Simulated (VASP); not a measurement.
VASP ran on this input.

**POSCAR**
```
Rb
5.5411610
 -0.4999999838   0.4999999838   0.4999999838
  0.4999999838  -0.4999999838   0.4999999838
  0.4999999838   0.4999999838  -0.4999999838
Rb
1
Direct
  0.0000000000   0.0000000000   0.0000000000
```

**KPOINTS**
```
Automatic mesh
0
Gamma
11 11 11
0 0 0
```

### INCAR
```
SYSTEM = Rb
PREC = Accurate
ENCUT = 520
EDIFF = 1E-7
NELM = 100
ALGO = Normal
LREAL = .FALSE.
LASPH = .TRUE.
ISMEAR = -5
GGA = MK
PARAM1 = 0.1234
PARAM2 = 1.0
LUSE_VDW = .TRUE.
AGGAC = 0.0
LMAXMIX = 4
LWAVE = .FALSE.
LCHARG = .TRUE.
LORBIT = 11
NEDOS = 601
ISIF = 2
```

POTCAR, in this order: Rb_sv (PBE.64 set). Program: vasp_std.

Q: Translate this optB86b-vdW calculation to Quantum ESPRESSO's pw.x.

A: One equivalent input (not run):
```
&CONTROL
  calculation = 'scf'
  pseudo_dir = './pseudo'
  outdir = './out'
  tprnfor = .true.
  tstress = .true.
/
&SYSTEM
  ibrav = 0
  nat = 1
  ntyp = 1
  ecutwfc = 46.3
  occupations = 'tetrahedra'
  input_dft = 'vdw-df-ob86'
/
&ELECTRONS
  conv_thr = 7.3e-09
  electron_maxstep = 100
/
ATOMIC_SPECIES
  Rb 85.468 Rb.upf
CELL_PARAMETERS angstrom
    -2.7705804    2.7705804    2.7705804
     2.7705804   -2.7705804    2.7705804
     2.7705804    2.7705804   -2.7705804
ATOMIC_POSITIONS crystal
  Rb   0.0000000  0.0000000  0.0000000
K_POINTS automatic
  11 11 11 0 0 0
```
What does not carry over: the potentials are each code's own (VASP's PAW set, PseudoDojo norm-conserving files in pw.x), so ENCUT and ecutwfc are chosen apart and not converted; conv_thr bounds pw.x's estimated SCF error, while EDIFF bounds the energy change between steps.

The compound is Rb in the bcc structure. It was relaxed first, which changed the volume by -6 %.
